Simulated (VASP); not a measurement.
Crystal: Na2C.

```
Na C
1.0
     0.00000    2.33468    6.74795
     1.61215    0.00000    6.74795
     1.61215    2.33468    0.00000
Na C
2 1
Direct
  0.33141 0.33141 0.66859
  0.66859 0.66859 0.33141
  0.00000 0.00000 0.00000
```

The cell was built by a generator and needn't be a form met in nature.

The cell isn't the ideal one: species swapped into the TiMo2 type (Fmmm, No. 69).

```yaml
Program: VASP 6.6.1
Task: relaxation of cell and atoms
Functional: PBE
Potentials_or_basis: VASP PAW PBE potentials, release 64 (Na_pv, C)
Cutoff: 600 eV
k_mesh: 6 × 6 × 6
Occupations: gaussian, width 0.1 eV
Spin: no spin polarisation
```

At the start: pressure 3.6 GPa; volume 16.93 Å³/atom.

**Question.** Where does the relaxation end?

**Answer.** Over 15 steps the energy falls by 631.9 meV/atom and the volume is 20.02 Å³/atom (+18.2 %); space group Fmmm (No. 69, to 0.05 Å).

Step by step:
| step | energy change (eV) | largest force (eV/Å) | pressure (GPa) | volume (Å³) |
| --- | --- | --- | --- | --- |
| 1 | 0.0000 | 2.2959 | 3.62 | 50.80 |
| 2 | -0.5231 | 1.6753 | 0.98 | 53.64 |
| 3 | -1.1895 | 0.8815 | -1.66 | 60.23 |
| 4 | -1.5091 | 0.2326 | -1.64 | 74.24 |
| 5 | -1.5509 | 0.2174 | -2.00 | 69.61 |
| 6 | -1.5554 | 0.1474 | -1.94 | 70.48 |
| 7 | -1.7456 | 0.0486 | -1.08 | 65.51 |
| 8 | -1.4172 | 1.5559 | 9.25 | 52.30 |
| 9 | -1.8175 | 0.1905 | -0.38 | 62.79 |
| 10 | -1.8425 | 0.4728 | 1.30 | 59.36 |
| 11 | -1.8450 | 0.3768 | 0.68 | 60.40 |
| 12 | -1.8884 | 0.1066 | -0.24 | 60.98 |
| 13 | -1.8886 | 0.1215 | -0.21 | 60.95 |
| 14 | -1.8947 | 0.0555 | -0.11 | 60.38 |
| 15 | -1.8956 | 0.0211 | -0.05 | 60.06 |

Final structure:
```cif
data_structure
_symmetry_space_group_name_H-M 'P 1'
_symmetry_Int_Tables_number 1
_cell_length_a 6.7842
_cell_length_b 6.7765
_cell_length_c 3.0571
_cell_angle_alpha 77.113
_cell_angle_beta 76.830
_cell_angle_gamma 26.057
_cell_volume 60.06
loop_
_atom_site_label
_atom_site_type_symbol
_atom_site_fract_x
_atom_site_fract_y
_atom_site_fract_z
_atom_site_occupancy
Na1 Na 0.38826 0.38826 0.61174 1
Na2 Na 0.61174 0.61174 0.38826 1
C1 C 0.00000 0.00000 0.00000 1
```

Caveat: the k mesh is coarse (spacing up to 0.40 Å⁻¹), so the values aren't converged; the volume moved by over 15 % at a fixed basis, so the end points are rough.
